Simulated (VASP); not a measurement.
All values below come from rev-vdW-DF2, VASP's PBE PAW potentials (set 64) (plane waves; VASP).

The input files of a VASP run:

**KPOINTS**
```
Automatic mesh
0
Gamma
16 16 16
0 0 0
```

INCAR:
```
SYSTEM  =  Ni
PREC  =  Accurate; ENCUT  =  520; LREAL  =  F
LASPH  =  T
EDIFF  =  1E-6; NELM  =  100; ALGO  =  Normal
LMAXMIX  =  4
ISMEAR  =  1; SIGMA  =  0.1
GGA  =  MK; LUSE_VDW  =  T; AGGAC  =  0.0
PARAM1  =  0.1234568; PARAM2  =  0.7114; ZAB_VDW  =  -1.8867
ISPIN  =  2; MAGMOM  =  0.8
IBRION  =  2; NSW  =  60; ISIF  =  3
EDIFFG  =  -0.01
LWAVE  =  F; LCHARG  =  F; LORBIT  =  10
```

### POSCAR
```
Ni
1.0
  0.0000000000   1.7600000000   1.7600000000
  1.7600000000   0.0000000000   1.7600000000
  1.7600000000   1.7600000000   0.0000000000
Ni
1
direct
  0.0000000000   0.0000000000   0.0000000000
```

POTCAR, in this order: Ni (PBE.64 set). Program: vasp_std.

The resulting files:

OSZICAR:
```
       N       E                     dE             d eps       ncg     rms          rms(c)
DAV:   1     0.244325123258E+02    0.24433E+02   -0.48639E+03  5412   0.143E+03
DAV:   2    -0.372504822304E+01   -0.28158E+02   -0.27000E+02  5277   0.163E+02
DAV:   3    -0.416049522399E+01   -0.43545E+00   -0.43425E+00  6058   0.267E+01
DAV:   4    -0.416459664454E+01   -0.41014E-02   -0.41006E-02  6025   0.227E+00
DAV:   5    -0.416470821453E+01   -0.11157E-03   -0.11157E-03  5978   0.327E-01    0.982E+00
DAV:   6    -0.350816635214E+01    0.65654E+00   -0.16895E+01  5464   0.671E+01    0.597E+00
DAV:   7    -0.316827360878E+01    0.33989E+00   -0.29346E+00  5508   0.262E+01    0.181E+00
DAV:   8    -0.315305918970E+01    0.15214E-01   -0.17028E-02  7479   0.150E+00    0.905E-01
DAV:   9    -0.315054548455E+01    0.25137E-02   -0.16485E-03  7631   0.400E-01    0.249E-01
DAV:  10    -0.314990664826E+01    0.63884E-03   -0.70627E-04  7487   0.239E-01    0.287E-02
DAV:  11    -0.314990328967E+01    0.33586E-05   -0.24143E-05  6593   0.510E-02    0.298E-02
DAV:  12    -0.314990438685E+01   -0.10972E-05   -0.73598E-07  2995   0.112E-02    0.674E-03
DAV:  13    -0.314990415746E+01    0.22939E-06   -0.16471E-07  2676   0.574E-03
   1 F= -.31499042E+01 E0= -.31499992E+01  d E =-.314990E+01  mag=     0.5862
       N       E                     dE             d eps       ncg     rms          rms(c)
DAV:   1    -0.361480034752E+01   -0.46490E+00   -0.74939E+00  5438   0.460E+01    0.578E+00
DAV:   2    -0.329096804925E+01    0.32383E+00   -0.66975E+00  5449   0.416E+01    0.292E+00
DAV:   3    -0.316105932104E+01    0.12991E+00   -0.10051E+00  5415   0.160E+01    0.881E-01
DAV:   4    -0.315190369606E+01    0.91556E-02   -0.63657E-03  6044   0.675E-01    0.473E-01
DAV:   5    -0.315004085535E+01    0.18628E-02   -0.26585E-03  6962   0.399E-01    0.145E-01
DAV:   6    -0.315008637844E+01   -0.45523E-04   -0.16479E-04  6362   0.129E-01    0.605E-02
DAV:   7    -0.315008229406E+01    0.40844E-05   -0.15974E-05  5869   0.601E-02    0.161E-02
DAV:   8    -0.315008093226E+01    0.13618E-05   -0.65944E-07  2859   0.925E-03    0.292E-03
DAV:   9    -0.315008068535E+01    0.24690E-06   -0.79598E-08  2656   0.298E-03
   2 F= -.31500807E+01 E0= -.31501301E+01  d E =-.176528E-03  mag=     0.5779
       N       E                     dE             d eps       ncg     rms          rms(c)
DAV:   1    -0.326883815720E+01   -0.11876E+00   -0.18542E+00  5421   0.238E+01    0.284E+00
DAV:   2    -0.319330857704E+01    0.75530E-01   -0.17680E+00  5465   0.199E+01    0.151E+00
DAV:   3    -0.315708104366E+01    0.36228E-01   -0.27186E-01  5416   0.847E+00    0.465E-01
DAV:   4    -0.315480444648E+01    0.22766E-02   -0.14755E-03  5711   0.360E-01    0.258E-01
DAV:   5    -0.315449872851E+01    0.30572E-03   -0.72584E-04  7029   0.207E-01    0.482E-02
DAV:   6    -0.315450310341E+01   -0.43749E-05   -0.58103E-06  5415   0.320E-02    0.301E-02
DAV:   7    -0.315450893145E+01   -0.58280E-05   -0.27735E-06  5187   0.295E-02    0.445E-03
DAV:   8    -0.315450917140E+01   -0.23995E-06   -0.82694E-08  2636   0.444E-03
   3 F= -.31545092E+01 E0= -.31545726E+01  d E =-.460501E-02  mag=     0.5819
```

File OUTCAR:
```
------------------------ aborting loop because EDIFF is reached ----------------------------------------
  FORCE on cell =-STRESS in cart. coord.  units (eV):
  Direction    XX          YY          ZZ          XY          YZ          ZX
  --------------------------------------------------------------------------------------
  Total       -0.0016945     -0.0016945     -0.0016945      0.0000000     -0.0000000      0.0000000
  in kB       -0.2555342     -0.2555342     -0.2555342      0.0000000     -0.0000000      0.0000000
  external PRESSURE =      -0.2555342 kB  Pullay stress =       0.0000000 kB
  volume of cell :       10.62
      direct lattice vectors                 reciprocal lattice vectors
     0.000000000  1.744834092  1.744834092    -0.286560196  0.286560196  0.286560196
     1.744834092 -0.000000000  1.744834092     0.286560196 -0.286560196  0.286560196
     1.744834092  1.744834092  0.000000000     0.286560196  0.286560196 -0.286560196
 POSITION                                       TOTAL-FORCE (eV/Angst)
 -----------------------------------------------------------------------------------
      0.00000     -0.00000      0.00000         0.000000      0.000000     -0.000000
 -----------------------------------------------------------------------------------
    total drift:                                0.000000     -0.000000     -0.000000
  FREE ENERGIE OF THE ION-ELECTRON SYSTEM (eV)
  ---------------------------------------------------
  free  energy   TOTEN  =        -3.1545091714 eV

  energy  without entropy=       -3.1546994449  energy(sigma->0) =       -3.15457260

 total charge

# of ion       s       p       d       tot
------------------------------------------
    1        0.508   0.515   8.345   9.369

 magnetization (x)

# of ion       s       p       d       tot
------------------------------------------
    1       -0.007  -0.022   0.618   0.589

 reached required accuracy - stopping structural energy minimisation
```
(Selected blocks of OUTCAR.)

CONTCAR:
```
Ni
   1.00000000000000
     0.0000000000000000    1.7448340916021996    1.7448340916021996
     1.7448340916021996   -0.0000000000000000    1.7448340916021996
     1.7448340916021996    1.7448340916021996    0.0000000000000000
  Ni
     1
Direct
     0.0000000000000000    0.0000000000000000    0.0000000000000000
```

Energy and stress use the plane-wave basis of the starting cell.

The compound is Ni in the fcc structure. This run relaxes it. Symmetry was kept, so distortions that lower it aren't found.
